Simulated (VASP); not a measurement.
# AlCl2 with optPBE-vdW: from relaxation to properties, part 2 of 2

Aim: relax AlCl2, then compute properties on the relaxed cell. The cell is generated by rule, not measured, and may not be a known phase.

VASP 6.6.1, plane waves and PAW; the level of theory is named at each step.

So far. Step 5 (Band structure (optPBE-vdW)): Of the bands kept, 1 crosses the Fermi level on this path. Step 6 (Density of states (optPBE-vdW)): The finer mesh and the other smearing move the Fermi level by -0.02 eV from the 6×6×6 run, a small shift, which tests the Fermi level alone. Of the states within 0.3 eV of the Fermi level, the largest shares in the PAW spheres are Cl p 31 % and Al s 17 %. The relaxed cell has a = 5.164, c = 7.624 Å (conventional setting).

### Step 7. Core-level energies (optPBE-vdW) (continued)

Kohn-Sham core levels. Core levels, by row:

```tsv
atom	shell	level below the Fermi level (eV)
Al1	1s	1508
Al1	2s	104.7
Al1	2p	66.21
Cl2	1s	2745
Cl2	2s	246.5
Cl2	2p	185.4
Cl3	1s	2745
Cl3	2s	246.5
Cl3	2p	185.4
```

Atoms of one element give levels within 0.1 eV of each other.

### Step 8. Starting orbitals for the hybrid

This step: PBE; plane waves and PAW (Al, Cl); invented cell (VASP 6.6.1).

A hybrid converges badly from random orbitals, so a cheap semilocal run writes a WAVECAR on the same mesh first.

File INCAR:

```
SYSTEM = AlCl2
PREC = Accurate
ENCUT = 400
EDIFF = 1E-05
NELM = 100
ISMEAR = 0
SIGMA = 0.05
LREAL = .FALSE.
ALGO = Normal
GGA = PE
LORBIT = 11
LWAVE = .TRUE.
LCHARG = .FALSE.
```

File POSCAR:

```
AlCl2
1.0
   -2.5818537832      2.5818537832      3.8120509093
    2.5818537832     -2.5818537832      3.8120509093
    2.5818537832      2.5818537832     -3.8120509093
Al Cl
1 2
Direct
    0.5000000000      0.5000000000      0.0000000000
    0.7915376366      0.7915376366      0.0000000000
    0.2084623634      0.2084623634      0.0000000000
```

File KPOINTS:

```
Automatic mesh
0
Gamma
4 4 4
0 0 0
```

The projector-augmented-wave data sets are Al and Cl (PBE family, release 64).

Launch:

```bash
$ mpirun -np 1 vasp_std
```

Elapsed: 11 s, on 1 MPI rank of Intel Xeon Platinum 8375C at 2.90GHz (Ice Lake), shared host; peak memory 0.19 GiB.

This step gave:

- SCF cycles: 13
- irreducible k-points: 13
- free energy (TOTEN): -8.793 eV
- energy at zero smearing: -8.789 eV
- Fermi energy: 1.511 eV
- pressure: 0.1387 GPa

Force by atom:

```tsv
atom	x (eV/Å)	y (eV/Å)	z (eV/Å)	size
Al1	0.000	0.000	0.000	0.000
Cl2	0.000	0.000	-0.128	0.128
Cl3	0.000	0.000	0.128	0.128
```

The run ends at a pressure of 0.14 GPa, with forces up to 0.13 eV/Å.

### Step 9. Band structure (HSE06)

This step: HSE06; plane waves and PAW (Al, Cl); invented cell (VASP 6.6.1).

HSE06 mixes in a quarter of exact exchange at short range, at far higher cost; in semiconductors this cures much of the gap error, while metals seldom gain.

File INCAR:

```
SYSTEM = AlCl2
PREC = Accurate
ENCUT = 400
EDIFF = 1E-06
NELM = 100
ISMEAR = 0
SIGMA = 0.05
LREAL = .FALSE.
ALGO = Normal
LHFCALC = .TRUE.
AEXX = 0.25
GGA = PE
HFSCREEN = 0.2
LASPH = .TRUE.
PRECFOCK = Fast
LORBIT = 11
LWAVE = .FALSE.
LCHARG = .FALSE.
```

POSCAR is that of step 8.

KPOINTS is that of step 8.

File KPOINTS_OPT:

```
Line mode
10
Line-mode
Reciprocal
  0.00000000   0.00000000   0.00000000 GAMMA
  0.00000000   0.00000000   0.50000000 X

  0.00000000   0.00000000   0.50000000 X
 -0.22935906   0.22935906   0.50000000 Y

 -0.22935906   0.22935906   0.50000000 Y
 -0.36467953   0.36467953   0.36467953 S

 -0.36467953   0.36467953   0.36467953 S
  0.00000000   0.00000000   0.00000000 GAMMA

  0.00000000   0.00000000   0.00000000 GAMMA
  0.50000000   0.50000000  -0.50000000 Z

  0.50000000   0.50000000  -0.50000000 Z
  0.36467953   0.63532047  -0.36467953 S1

  0.36467953   0.63532047  -0.36467953 S1
  0.00000000   0.50000000   0.00000000 N

  0.00000000   0.50000000   0.00000000 N
  0.25000000   0.25000000   0.25000000 P

  0.25000000   0.25000000   0.25000000 P
  0.50000000   0.50000000  -0.22935906 Y1

  0.50000000   0.50000000  -0.22935906 Y1
  0.50000000   0.50000000  -0.50000000 Z

  0.00000000   0.00000000   0.50000000 X
  0.25000000   0.25000000   0.25000000 P
```

The run starts from files that an earlier step left in the folder.

Launch:

```bash
$ mpirun -np 1 vasp_std
```

Run time: 21 min. Hardware: 1 MPI rank.

The run was cut off at its time limit.

The self-consistent loop had finished, and the limit fell in the path of KPOINTS_OPT; fewer path points or more time would be the way on.

### Step 10. Relaxing the atoms (optPBE-vdW) with a changed input

This step: optPBE-vdW; plane waves and PAW (Al, Cl); invented cell (VASP 6.6.1).

With the cell held (ISIF = 2), the atoms move to where the forces vanish. Some settings are moved from the usual, to see what they do.

File INCAR:

```
SYSTEM = AlCl2
PREC = Accurate
ENCUT = 700
EDIFF = 1E-06
NELM = 100
ISMEAR = 0
SIGMA = 0.05
LREAL = .FALSE.
ALGO = Normal
GGA = OR
AGGAC = 0
LUSE_VDW = .TRUE.
LASPH = .TRUE.
LORBIT = 11
LWAVE = .FALSE.
LCHARG = .FALSE.
IBRION = 3
NSW = 60
ISIF = 2
EDIFFG = -0.01
NELECT = 16.5
POTIM = 0.2
SMASS = 0.4
```

POSCAR is that of step 9.

File KPOINTS:

```
Automatic mesh
0
Gamma
6 6 6
0 0 0
```

Launch:

```bash
$ mpirun -np 1 vasp_std
```

Wall time 11 min (1 MPI rank); peak memory 0.87 GiB.

The run was stopped at its time limit, by a STOPCAR file.

By then 3 ionic steps had been finished.

NELECT differs from the neutral count, so the cell is charged against a uniform background: another system, not a numerical setting.

### Step 11. Total energy, forces and stress (optPBE-vdW) with a changed input

This run is made with a changed input; what comes of it follows.

File INCAR:

```
SYSTEM = AlCl2
PREC = Accurate
ENCUT = 400
EDIFF = 1E-06
NELM = 98
SIGMA = 0.05
LREAL = .FALSE.
ALGO = Normal
GGA = OR
AGGAC = 0
LUSE_VDW = .TRUE.
LASPH = .TRUE.
LORBIT = 11
LWAVE = .FALSE.
LCHARG = .FALSE.
ISIF = 2
ISMEER = 0
```

POSCAR is that of step 10.

KPOINTS is that of step 10.

Launch:

```bash
$ mpirun -np 1 vasp_std
```

Run time: 78 s. Hardware: 1 MPI rank; peak memory 0.47 GiB.

The run converged, and its energy and pressure stay near those of the sound run.

Against the sound run on this cell (core-level energies (optPBE-vdW)) the energy at zero smearing moves by +0.1 meV an atom and the pressure by +0.01 GPa.

The fault in the input: misspelt tag (ISMEER = 0). VASP ignores tags that it doesn't know, so the default applied; correct the spelling.

### Step 12. Results

```json
{
  "relaxed volume": "33.88 Å³/atom",
  "relaxed conventional cell a, b, c": "5.164, 5.164, 7.624 Å",
  "space group after relaxing, within 0.02 Å": "I4/mmm (No. 139)",
  "band gap": "none, a metal",
  "DOS at the Fermi level": "2.26 states/eV/cell",
  "shallowest level of the frozen cores": "Al1 2p, 66.2 eV deep"
}
```

With optPBE-vdW, AlCl2 relaxes to 33.88 Å³/atom in space group I4/mmm (held by the symmetry of the run) and comes out as a metal. Not obtained: band structure (HSE06), because the run hit its time limit. Not obtained: relaxing the atoms (optPBE-vdW) with a changed input, because the run hit its time limit. Band structure (optPBE-vdW): Of the bands kept, 1 crosses the Fermi level on this path. The k-sampling is coarse for a metal, so the Fermi level, pressures and the shape of the cell carry errors. With an odd electron count and no spin the cell is a metal by construction. No search among competing phases was made. All values are for a static lattice at zero temperature.

[Lines on the potential files, build, host, timing and source positions are cut from VASP's logs without a mark.]

[Logs are printed without paths, hosts, clocks, repeated set-up lines and the standing remarks that a program may print on its own settings, such as how far it seeks lower states.]

[Hosts, paths, dates, database ids (printed as entryN), source tags and the programs' standing remarks are cut or masked in the printed files.]

[A measured line is paired with the nearest computed mode of its activity, which favours agreement.]

[In band tables of VASP the shares of atoms and orbitals are scaled to a sum of 1 inside the atoms' spheres.]
